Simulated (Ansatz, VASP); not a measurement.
# HfSi in two plane-wave programs, part 2 of 2

Wanted: the spread between two codes on one cell, functional and k mesh. The cell is generated by rule, not measured, and may not be a known phase. The cell is taken from a series of runs on this material, whose earlier steps may have relaxed, scaled, displaced or heated it; both programs get it as it stands.

VASP 6.6.1 and Ansatz 0.2.0.

So far: Set-up; VASP: zone-centre phonons, PBEsol.

The structure was built from a prototype and need not be the compound's stable phase.

## 3. Ansatz: zone-centre phonons, PBEsol

Level of this step: Ansatz beside VASP: Kohn-Sham DFT, plane waves, PBEsol (Ansatz).

Ansatz runs on its default PAW (the set named soft_2) files.

The same cell, functional, mesh and smearing now go to Ansatz, which takes its cutoff from its data sets.

Contents of input.yaml:

```yaml
crystal:
  lattice:
    - [4.5453468299, 0.0, 0.0]
    - [-2.2726734149, 3.9363858237, 0.0]
    - [0.0, 0.0, 5.1942624612]
  atoms:
    - { symbol: Hf, position: [0.3333333333, 0.6666666667, -0.0625] }
    - { symbol: Hf, position: [0.6666666667, 0.3333333333, 0.4375] }
    - { symbol: Si, position: [0.3333333333, 0.6666666667, 0.4375] }
    - { symbol: Si, position: [0.6666666667, 0.3333333333, 0.9375] }
kpoints:
  mp_grid: { grid: [10, 10, 8] }
hamiltonian:
  xc: pbesol
scf:
  occupations: { method: methfessel_paxton, width: 0.15 }
output:
  eigenvalues: true
phonons:
  method: dfpt
```

Launch:

```
$ ansatz run input.yaml --threads 4 --pin off --max-ram 7168MiB --backend cpu --events-out ev --progress --plain --runs-dir out
```

Numbers of over 12 decimals in the logs are rounded to 6 here.

The log of the run:

```text
zone centre: on kpoints.mp_grid the ground state, and the responses unless they are solved on pairs of k-points, stand on 155 of the mesh's 800 k-points, reduced under 4 symmetry operations, with k and −k counted as one. Each operation leaves every solved displacement unchanged or reverses it
Engine: ansatz 0.2.0, aarch64-unknown-linux-gnu
Pseudopotentials: kind: paw
Pseudopotential: Hf, paw, valence charge 26, recommended cutoff 420 eV (normal), Hf.paw.azcp
Pseudopotential: Si, paw, valence charge 4, recommended cutoff 420 eV (normal), Si.paw.azcp
Functional definition: PBEsol
  exchange = pbesol_x
  correlation = pbesol_c
Crystal: 4 atoms, lattice volume = 92.937 Å³
Basis set: ecut = 420 eV, 1823 PW (Γ), exchange–correlation on 64×64×80 points (8 copies of the dense FFT grid, shifted against one another)
Bands: 36, of which v1, the nominal top of the filled ones, is band 30 counted from 1 (29 counted from 0)
Symmetry: 24 space group operations
k-points: 155 of 800 (irreducible under 4 space group operations, time reversal used)
Non-local potential: Hf, projectors of the file, l = 0: 3, l = 1: 2, l = 2: 2, l = 3: 3
Non-local potential: Si, projectors of the file, l = 0: 2, l = 1: 2, l = 2: 2
PAW form: soft (Blöchl's): semilocal exchange-correlation on the pseudo side does not see the compensation charge
PAW frozen core: Hf, regenerated for the run's functional, and the local potential with it (the file was generated under x = pbe(κ = 0.804, μ = 0.219515), c = pbe(β = 0.066725))
PAW frozen core: Si, regenerated for the run's functional, and the local potential with it (the file was generated under x = pbe(κ = 0.804, μ = 0.219515), c = pbe(β = 0.066725))
PAW one-centre angular grid: Hf, 590 points (default); XC on 64 Gauss nodes
PAW one-centre angular grid: Si, 110 points (default); XC on 64 Gauss nodes
Initial density: superposition of atomic densities (neutral atoms: chi_scale 0, normalization atom), corrected by the library's trained network
Initial wavefunctions: pseudopotential atomic-orbital guess
Functional: x = pbesol(κ = 0.804, μ = 0.123457), c = pbesol(β = 0.046)
SCF iter   1: F=—  HF=-32439.571816 eV  |F-HF|=—  |Δ(HF+E_count)|=         —  Δρ=4.79e-3  dr2=2.62e-2  ethr=1.77e-3  ⟨swp⟩=5.2  Hψ=19646  notcnv=0
preconditioner: auto → Kerker (q_TF=auto, 2.536 Å⁻¹)  [metal: Δε(μ)=0.088 eV  Ē_g=11.051 eV  σ=0.150 eV  W_gap=0.43  n_scr=22 (ndim 8)  ℏωp=25.5 eV  f_vac=0.063  D(μ)=0.46/eV (n_scr^D=0)]
SCF iter   2: F=—  HF=-32439.566767 eV  |F-HF|=—  |Δ(HF+E_count)|=   5.05e-3  S|Δr|=    0.00e0  Δρ=2.92e-3  dr2=1.02e-2  ethr=4.37e-5  ⟨swp⟩=2.0  Hψ=7276  notcnv=0
SCF iter   3: F=—  HF=-32439.563898 eV  |F-HF|=—  |Δ(HF+E_count)|=   2.87e-3  S|Δr|=    0.00e0  Δρ=4.85e-4  dr2=3.76e-4  ethr=1.71e-5  ⟨swp⟩=2.0  Hψ=6594  notcnv=0  defer=1
SCF iter   4: F=—  HF=-32439.563696 eV  |F-HF|=—  |Δ(HF+E_count)|=   2.02e-4  S|Δr|=    0.00e0  Δρ=3.14e-4  dr2=1.52e-4  ethr=6.26e-7  ⟨swp⟩=2.0  Hψ=10020  notcnv=0  defer=1
SCF iter   5: F=—  HF=-32439.563701 eV  |F-HF|=—  |Δ(HF+E_count)|=   4.77e-6  S|Δr|=    0.00e0  Δρ=1.18e-4  dr2=3.36e-5  ethr=2.53e-7  ⟨swp⟩=2.0  Hψ=8774  notcnv=0  defer=1
SCF iter   6: F=—  HF=-32439.563707 eV  |F-HF|=—  |Δ(HF+E_count)|=   5.75e-6  S|Δr|=    0.00e0  Δρ=3.91e-5  dr2=3.04e-6  ethr=5.60e-8  ⟨swp⟩=2.0  Hψ=6678  notcnv=0  defer=1
SCF iter   7: F=—  HF=-32439.563709 eV  |F-HF|=—  |Δ(HF+E_count)|=   2.00e-6  S|Δr|=    0.00e0  Δρ=1.05e-5  dr2=1.67e-7  ethr=5.07e-9  ⟨swp⟩=2.0  Hψ=6611  notcnv=0  defer=1
SCF iter   8: F=—  HF=-32439.563709 eV  |F-HF|=—  |Δ(HF+E_count)|=   4.80e-8  S|Δr|=    0.00e0  Δρ=2.47e-6  dr2=7.63e-9  ethr=2.78e-10  ⟨swp⟩=2.0  Hψ=8779  notcnv=0  defer=1
SCF iter   9: F=—  HF=-32439.563709 eV  |F-HF|=—  |Δ(HF+E_count)|=   2.02e-9  S|Δr|=    0.00e0  Δρ=1.01e-6  dr2=1.23e-9  ethr=1.27e-11  ⟨swp⟩=2.0  Hψ=10022  notcnv=0  defer=1
SCF iter  10: F=—  HF=-32439.563709 eV  |F-HF|=—  |Δ(HF+E_count)|=  2.26e-10  S|Δr|=    0.00e0  Δρ=2.34e-7  dr2=4.46e-11  ethr=2.05e-12  ⟨swp⟩=2.0  Hψ=8739  notcnv=0  defer=1
SCF iter  11: F=-32439.563709 eV  HF=-32439.563709 eV  |F-HF|=0.00e0  |Δ(HF+E_count)|=  2.91e-11  S|Δr|=    0.00e0  Δρ=6.08e-8  dr2=3.24e-12  ethr=1.00e-12  ⟨swp⟩=9.1  Hψ=27301  notcnv=0
SCF 1 converged in 11 iterations: F = -32439.563709 eV  dr2 = 3.24e-12
  greatest PAW one-centre occupation: 0.998 electrons in one spin orbital (limit 2), on the Hf atom at site 1 (counted from 0), in its partial waves of l = 3
DFPT response loops at Γ: preconditioner auto → Kerker (q_TF=auto, 2.536 Å⁻¹) (partly filled bands, converged f_vac=0.057); β = 1.00, the filter's whole step (`scf.mixing.beta` (0.50) is not read by the response loops under this deck's `scf.mixing.preconditioner`; to damp them name `kerker` or `kerker_dos`, under which they read `scf.mixing.beta`, and type it under 1.00, their step now; both keys bind the ground state too); Broyden in place of MSR1
SCF converged after 11 iterations
Stability not checked: this state was not tested for a lower state beside it, because cold or Methfessel-Paxton smearing, or corrected tetrahedra, fill the levels in a way that the test cannot read (fill_not_monotonic; see scf.lower_state_search)
Free energy (F): -32439.563709 eV
Harris-Foulkes:  -32439.563709 eV  (|F-HF|=0.00e0)
Internal energy: -32439.563900 eV  (E = F + TS)
E sigma→0 (E₀):  -32439.563756 eV
Entropy (-TS):   0.000191 eV (0.048 meV/atom)
Fermi energy:    11.214698 eV
--- Per-component energies (eV) ---
  E_band       = -315.736768
  E_kinetic    = 926.307055
  E_local      = -13536.041254  (includes V_loc(G=0)·N_el)
  E_nonlocal   = -2423.416105
  E_hartree    = 6251.932172
  E_xc         = -703.584341
  E_vxc        = -623.995924  (∫ρ·V_xc dr)
  E_paw        = -14611.022603  (= ΣΔE_a)
  E_vpaw       = 2837.545046  (= ΣTr[D̂ρ^β])
  E_aug_tail   = 0.000010  (compensation charges beyond the density's cutoff)
  E_ewald      = -8346.304140
  E_core_change = 2.565304  (= ΣΔE_core)
  E_smearing   = 0.000191  (= −TS)
  E_closure    = -0.000000  (closes the sum)
  Σ components = -32439.563709   (vs F -32439.563709, Δ=0.00e0)
--- Band table (eV; the first three rows and the last of 155) ---
  k-point 0: bands = [... 26 lower, 9.5081, 9.8142, 9.8142, 11.5745, 11.5745, 12.5067, 14.0805, 14.2718, ... 2 higher]
  k-point 1: bands = [... 26 lower, 9.4614, 9.6886, 9.6886, 11.8361, 11.8361, 12.0436, 14.1731, 14.5063, ... 2 higher]
  k-point 2: bands = [... 26 lower, 9.3543, 9.4622, 9.4622, 11.0095, 12.4591, 12.4591, 14.2864, 14.7714, ... 2 higher]
  k-point 154: bands = [... 26 lower, 9.4292, 9.4292, 10.2243, 10.2243, 12.3273, 12.3273, 13.9505, 13.9505, ... 2 higher]
--- Phonons (Γ-DFPT): 4 representative perturbations + reference, on 155 of 800 k-points (Σ response iterations 12) ---
  k mesh reduced under 4 symmetry operations, with k and −k counted as one. Each operation leaves every solved displacement unchanged or reverses it
  ASR residual: 1.845e-5 → 0.000e0 eV/Å²; symmetrization residual: 7.618e-6 eV/Å²
  ASR residual per site (eV/Å²): 1.84e-5 1.84e-5 1.34e-5 1.34e-5
  Γ frequencies (cm⁻¹): 0.00 0.00 0.00 80.26 94.19 94.19 318.32 318.32 322.11 322.11 349.77 390.83
  non-analytic LO–TO correction: not included (Born effective charges unavailable; polar crystals: no LO–TO splitting at Γ)
```

Reading the cycles: dr2 is the Hartree energy of the density residual (eV), the measure of convergence; HF is the Harris–Foulkes estimate of the energy, which meets the free energy F at convergence.

## 4. Differences

Known differences besides the potentials themselves: the data sets hold 60 valence electrons in Ansatz (on its default PAW (the set named soft_2) files) and 28 in VASP; the cutoff is 420 eV in Ansatz and 500 eV in VASP; Ansatz makes its cores anew for this functional, VASP keeps those of its PBE data sets. Total energies have different zeros and are not compared.

Compared:

```csv
quantity,Ansatz,VASP,difference
optical mode 1 (cm⁻¹),80.3,79.6,+0.84 %
optical mode 2 to 3 (cm⁻¹),94.2,93.8,+0.41 %
optical mode 4 to 5 (cm⁻¹),318.3,319.1,-0.26 %
optical mode 6 to 7 (cm⁻¹),322.1,323.1,-0.30 %
optical mode 8 (cm⁻¹),349.8,350.8,-0.29 %
optical mode 9 (cm⁻¹),390.8,392.0,-0.30 %
```

Modes are paired by rising frequency, not by their patterns, so a pair may set unlike modes beside each other; they are those without the splitting of longitudinal modes.

## 5. Summary of results

| Property | Result |
| --- | --- |
| r.m.s. difference of the optical zone-centre modes, each program's sorted by frequency (zone-centre phonons, PBEsol) | 0.84 cm⁻¹ |
| difference in optical mode 1 (zone-centre phonons, PBEsol) | +0.8 % |

The r.m.s. difference of the optical zone-centre modes, each program's sorted by frequency is 0.84 cm⁻¹ (zone-centre phonons, PBEsol). The data sets hold unlike numbers of valence electrons (60 in Ansatz and 28 in VASP), so part of the differences comes from the potentials. Among the rows given in per cent, the largest difference of the zone-centre phonons, PBEsol pair is in optical mode 1, +0.8 %. How closely two codes agree says nothing of how well the functional describes the real material.

[Lines on the potential files, build, host, timing and source positions are cut from VASP's logs without a mark.]

[Logs are printed without paths, hosts, clocks, repeated set-up lines and the standing remarks that a program may print on its own settings, such as how far it seeks lower states.]

[Hosts, paths, dates, database ids (printed as entryN), source tags and the programs' standing remarks are cut or masked in the printed files.]
